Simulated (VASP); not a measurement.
PtAl₂ (fluorite) is relaxed at rising pressure, each step from the one before. Symmetry mostly holds the structure type, and other phases were not tried. The mesh follows the cell, and a change of mesh leaves a small step in the series.

Here is the system:

```
Al2Pt
1.0
    0.00000     2.94714     2.94714
    2.94714     0.00000     2.94714
    2.94714     2.94714     0.00000
Al Pt
2 1
Direct
  0.25000   0.25000   0.25000
  0.75000   0.75000   0.75000
  0.00000   0.00000   0.00000
```

Calculation: PBEsol GGA, VASP's PBE PAW potentials (set 64) (plane waves; VASP). Numerical set-up: 500 eV cut-off, 9×9×9 Γ-centred mesh, first-order Methfessel-Paxton smearing of 0.10 eV, potentials Al Pt.

Unless said otherwise, spin-orbit coupling is left out, though it shifts the bands of the heavy elements here.

```json
[
 {"P (GPa)": "0", "V (Å³/atom)": "17.07", "H − H(0) (eV/atom)": "0.000", "space group": "Fm-3m", "gap on the mesh (eV)": "0.00", "k-mesh": "9×9×9"},
 {"P (GPa)": "5", "V (Å³/atom)": "16.52", "H − H(0) (eV/atom)": "0.524", "space group": "Fm-3m", "gap on the mesh (eV)": "0.00", "k-mesh": "9×9×9"},
 {"P (GPa)": "10", "V (Å³/atom)": "16.04", "H − H(0) (eV/atom)": "1.032", "space group": "Fm-3m", "gap on the mesh (eV)": "0.00", "k-mesh": "9×9×9"},
 {"P (GPa)": "20", "V (Å³/atom)": "15.27", "H − H(0) (eV/atom)": "2.008", "space group": "Fm-3m", "gap on the mesh (eV)": "0.00", "k-mesh": "9×9×9"},
 {"P (GPa)": "30", "V (Å³/atom)": "14.65", "H − H(0) (eV/atom)": "2.941", "space group": "Fm-3m", "gap on the mesh (eV)": "0.00", "k-mesh": "9×9×9"},
 {"P (GPa)": "45", "V (Å³/atom)": "13.90", "H − H(0) (eV/atom)": "4.278", "space group": "Fm-3m", "gap on the mesh (eV)": "0.00", "k-mesh": "10×10×10"}
]
```

Pressures at which the relaxation failed are left out.

The compound is PtAl2 in the fluorite structure.
